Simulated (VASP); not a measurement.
# TaPbO4 (I4_1/a) in VASP: single point with r2SCAN

Aim: the single point of TaPbO4 with r2SCAN.

All numbers are computed with VASP 6.6.1; they aren't measurements. Logs are shortened: lines on timing, memory, paths and dates and some standing lists are left out, and cuts for length are marked.

### Step 1. The crystal as given

The structure is tetragonal, space group I4_1/a (No. 88). Conventional cell: a = 5.362 Å, b = 5.362 Å, c = 11.417 Å, α = 90.00°, β = 90.00°, γ = 90.00°. Ta (site symmetry -4) is surrounded by 4 O at 1.90 Å. Pb (site symmetry -4) is surrounded by 8 O at 2.45 to 2.49 Å. O (site symmetry 1) has 1 Ta at 1.90 Å as nearest neighbours.

The cell was built by a generator and needn't be a form met in nature.

### Step 2. Single point, r2SCAN

File INCAR:

```
SYSTEM = TaPbO4
  PREC = Accurate
  ENCUT = 520
  EDIFF = 1E-6
  ISMEAR = 0
  SIGMA = 0.1
  LREAL = .False.
  LASPH = .True.
  NELM = 150
  ALGO = Normal
  ISIF = 2
  LWAVE = .False.
  LCHARG = .False.
  METAGGA = R2SCAN
  LMIXTAU = .True.
  NBANDS = 61
  KPAR = 4
```

File KPOINTS:

```
regular mesh
0
Gamma
  8 8 8
  0 0 0
```

File POSCAR:

```
TaPbO4
1.0
   -2.6812500000      2.6812500000      5.7085600000
    2.6812500000     -2.6812500000      5.7085600000
    2.6812500000      2.6812500000     -5.7085600000
Ta Pb O
2 2 8
Direct
    0.0000000000      0.0000000000      0.0000000000
    0.7500000000      0.2500000000      0.5000000000
    0.2500000000      0.7500000000      0.5000000000
    0.5000000000      0.5000000000      0.0000000000
    0.1497020000      0.7331560000      0.0621000000
    0.6710560000      0.0876030000      0.9379000000
    0.9123970000      0.8502980000      0.5834540000
    0.2668440000      0.3289440000      0.4165460000
    0.6002980000      0.5168440000      0.4379000000
    0.0789440000      0.1623970000      0.5621000000
    0.8376030000      0.3997020000      0.9165460000
    0.4831560000      0.9210560000      0.0834540000
```

Potentials or basis: VASP PAW PBE potentials, release 64 (Ta_pv, Pb_d, O).

Run with:

```console
$ cat potpaw_PBE.64/Ta_pv/POTCAR potpaw_PBE.64/Pb_d/POTCAR potpaw_PBE.64/O/POTCAR > POTCAR
$ mpirun -np 4 vasp_std > vasp.out
```

OUTCAR:

```text
SYSTEM = TaPbO4
   PREC = Accurate
   ENCUT = 520
   EDIFF = 1E-6
   ISMEAR = 0
   LREAL = .False.
   LASPH = .True.
   NELM = 150
   ISIF = 2
   METAGGA = R2SCAN

 ion  position               nearest neighbor table
   1  0.000  0.000  0.000-   7 1.90   5 1.90   8 1.90   6 1.90   4 3.79   4 3.79   4 3.79   4 3.79

   2  0.750  0.250  0.500-  11 1.90   9 1.90  12 1.90  10 1.90   3 3.79   3 3.79   3 3.79   3 3.79

   3  0.250  0.750  0.500-  10 2.45  11 2.45  12 2.45   9 2.45   5 2.49   8 2.49   6 2.49   7 2.49
                             2 3.79   2 3.79   2 3.79   2 3.79   4 3.92   4 3.92   4 3.92   4 3.92
   4  0.500  0.500  0.000-   6 2.45   7 2.45   5 2.45   8 2.45   9 2.49  12 2.49  10 2.49  11 2.49
                             1 3.79   1 3.79   1 3.79   1 3.79   3 3.92   3 3.92   3 3.92   3 3.92
   5  0.150  0.733  0.062-   1 1.90   4 2.45   3 2.49
   6  0.671  0.088  0.938-   1 1.90   4 2.45   3 2.49
   7  0.912  0.850  0.583-   1 1.90   4 2.45   3 2.49
   8  0.267  0.329  0.417-   1 1.90   4 2.45   3 2.49
   9  0.600  0.517  0.438-   2 1.90   3 2.45   4 2.49
  10  0.079  0.162  0.562-   2 1.90   3 2.45   4 2.49
  11  0.838  0.400  0.917-   2 1.90   3 2.45   4 2.49
  12  0.483  0.921  0.083-   2 1.90   3 2.45   4 2.49

  LATTYP: Found a body centered tetragonal cell.
 ALAT       =     5.3625000000
 C/A-ratio  =     2.1290666667

  Lattice vectors:

 A1 = (  -2.6812500000,   2.6812500000,   5.7085600000)
 A2 = (   2.6812500000,  -2.6812500000,   5.7085600000)
 A3 = (   2.6812500000,   2.6812500000,  -5.7085600000)

Analysis of symmetry for initial positions (statically):
=====================================================================
 Subroutine PRICEL returns:
 Original cell was already a primitive cell.

 Routine SETGRP: Setting up the symmetry group for a
 body centered tetragonal supercell.

 Subroutine GETGRP returns: Found  8 space group operations
 (whereof  4 operations were pure point group operations)
 out of a pool of 16 trial point group operations.

The static configuration has the point symmetry S_4 .
 The point group associated with its full space group is C_4h.

Analysis of symmetry for dynamics (positions and initial velocities):
=====================================================================
 Subroutine PRICEL returns:
 Original cell was already a primitive cell.

 Routine SETGRP: Setting up the symmetry group for a
 body centered tetragonal supercell.

 Subroutine GETGRP returns: Found  8 space group operations
 (whereof  4 operations were pure point group operations)
[... 132 lines left out ...]
   TEBEG  =    0.0;   TEEND  =   0.0 temperature during run
   PSTRESS=    0.0 pullay stress
   NELECT =      98.0000    total number of electrons
   NUPDOWN=      -1.0000    fix difference up-down
   EMIN   =  10.00;   EMAX   =-10.00  energy-range for DOS
   EFERMI =   0.00;   METHOD = LEGACY
   ISMEAR =     0;   SIGMA  =   0.10  broadening in eV -4-tet -1-fermi 0-gaus
   EFERMI_NEDOS =   21; number of points for ismear=-14 and -15
   IALGO  =     38    algorithm
   IMIX   =      4    mixing-type and parameters
     AMIX     =   0.40;   BMIX     =  1.00
     AMIX_MAG =   1.60;   BMIX_MAG =  1.00
  volume/ion in A,a.u.               =      13.68        92.32
  Fermi-wavevector in a.u.,A,eV,Ry     =   1.378467  2.604925 25.853410  1.900172
  Thomas-Fermi vector in A             =   2.503526
   LORBIT       =      0    0 simple, 1 ext, 2 COOP (PROOUT), +10 PAW based schemes
   METAGGA = R2SCAN    functional components
   LHFCALC =     F    Hartree Fock is set to
   AEXX    =    0.0000 exact exchange contribution
   IVDW    =     0    specifies the selected vdW correction
   LEPSILON=     F    determine dielectric tensor
   LRPA    =     F    only Hartree local field effects (RPA)
 non-spin polarized calculation
 Gauss-broadening in eV      SIGMA  =   0.10
  energy-cutoff  :      520.00
  volume of cell :      164.16
 maximum number of plane-waves:      4450
 NGX is ok and might be reduce to    54
   NGX = 25   NGY = 25   NGZ = 25

 number of electron      98.0000003 magnetization

 Free energy of the ion-electron system (eV)
  ---------------------------------------------------
  ext. energy  EPLUGINS =         0.00000000
  ---------------------------------------------------
  free energy    TOTEN  =      -283.50550526 eV

  energy without entropy =     -283.49349679  energy(sigma->0) =     -283.49950102

 E-fermi :   3.6647     XC(G=0): -11.4640

 val. band max:        3.6644175428   @ k =   0.2500   0.1250   0.0000
 cond. band min:       3.6696632861   @ k =  -0.2500  -0.1250   0.3750
 fundamental gap:      0.0052457432
 Fermi energy:         3.6647258076

 k-point     1 :       0.0000    0.0000    0.0000
  band No.  band energies     occupation
      1     -32.1246      2.00000
      2     -32.0883      2.00000
      3     -32.0883      2.00000
      4     -32.0799      2.00000
      5     -32.0775      2.00000
      6     -32.0774      2.00000
[... 1525 lines left out ...]
     60      10.6637      0.00000
     61      11.0676      0.00000

 [... further k-points ...]
[... 5 lines left out ...]
  --------------------------------------------------------------------------------------
  -------------------------------------------------------------------------------------
  Total       -5.1473292     -5.1473292     -4.9473116     -0.0000010      0.0000000      0.0000000
  in kB      -50.2378854    -50.2378854    -48.2857146     -0.0000095      0.0000000      0.0000000
  external PRESSURE =     -49.5871618 kB  Pullay stress =       0.0000000 kB

 VOLUME and BASIS-vectors are now :
 -----------------------------------------------------------------------------
  energy-cutoff  :      520.00
  volume of cell :      164.16
      direct lattice vectors                 reciprocal lattice vectors
    -2.681250000  2.681250000  5.708560000     0.000000000  0.186480186  0.087587763
     2.681250000 -2.681250000  5.708560000     0.186480186  0.000000000  0.087587763
     2.681250000  2.681250000 -5.708560000     0.186480186  0.186480186  0.000000000

 POSITION                                       TOTAL-FORCE (eV/Angst)
 -----------------------------------------------------------------------------------
      0.00000      0.00000      0.00000        -0.000000      0.000000     -0.000000
      0.00000      2.68125      2.85428        -0.000000      0.000000     -0.000000
      2.68125      0.00000      2.85428        -0.000000      0.000000     -0.000000
      0.00000      0.00000      5.70856        -0.000000      0.000000     -0.000000
      1.73089     -1.39788      4.68535         0.104107     -0.108021      0.129357
      0.95036      4.07913     -1.02321        -0.104107      0.108021      0.129357
      1.39788      1.73089      6.73177         0.108021      0.104107     -0.129357
      1.28337      0.95036      1.02321        -0.108021     -0.104107     -0.129357
      0.95036      1.39788      3.87749        -0.104107      0.108021     -0.129357
      1.73089      1.28337     -1.83107         0.104107     -0.108021     -0.129357
      1.28337      3.63161      1.83107        -0.108021     -0.104107      0.129357
      1.39788     -0.95036      7.53963         0.108021      0.104107      0.129357
 -----------------------------------------------------------------------------------
    total drift:                               -0.000000     -0.000000      0.000000

  FREE ENERGIE OF THE ION-ELECTRON SYSTEM (eV)
  ---------------------------------------------------
  free  energy   TOTEN  =      -283.5055052566 eV

  energy  without entropy=     -283.4934967869  energy(sigma->0) =     -283.49950102
```

It took 15 min on 4 MPI ranks of Intel Xeon 6975P-C (Granite Rapids), shared host; peak memory 0.85 GiB.

What came out:

- Free energy: -283.5055 eV
- Pressure: -5.0 GPa
- Largest force: 0.198 eV/Å
- Band gap on the k mesh: none (metal or under the smearing width)

Forces on the atoms (eV/Å):
```
Ta   0.000  0.000  0.000
Ta   0.000  0.000  0.000
Pb   0.000  0.000  0.000
Pb   0.000  0.000  0.000
O    0.104 -0.108  0.129
O   -0.104  0.108  0.129
O    0.108  0.104 -0.129
O   -0.108 -0.104 -0.129
O   -0.104  0.108 -0.129
O    0.104 -0.108 -0.129
O   -0.108 -0.104  0.129
O    0.108  0.104  0.129
```

Stress tensor (GPa, compression positive):
```
-5.02  0.00  0.00
 0.00 -5.02  0.00
 0.00  0.00 -4.83
```

Caveat: the PAW data sets were made with another functional, which shifts forces and pressure a little. Spin-orbit coupling is left out, which matters for the levels of Pb, Ta.
